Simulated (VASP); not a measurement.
Given:

```
Tm
1.0
    1.77821    -3.07996     0.00000
    1.77821     3.07996     0.00000
    0.00000     0.00000     5.52227
Tm
2
Cartesian
  1.77821   1.02665   1.38057
  1.77821  -1.02665   4.16670
```

Computed with r2SCAN meta-GGA, VASP's PBE PAW potentials (set 64) (plane waves; VASP). Settings: 480 eV cut-off, 12×12×6 Γ-centred mesh, first-order Methfessel-Paxton smearing of 0.10 eV, potentials Tm_3.

The 4f electrons are frozen in the core of the lanthanide potential, so 4f levels, which can set the real gap, and their magnetism are missing.

Problem. Estimate the energy per atom (σ→0), largest force, band gap (on the k-mesh) with the smallest direct gap where there is one.

Solution. 
```json
{
  "band gap (on the k-mesh)": "none (metal, semimetal or under 0.01 eV)",
  "energy per atom (σ→0)": "-35.117 eV/atom",
  "largest_force": "0.123 eV/Å"
}
```

The compound is Tm in the hcp structure. This cell was strained or had an atom moved on purpose.
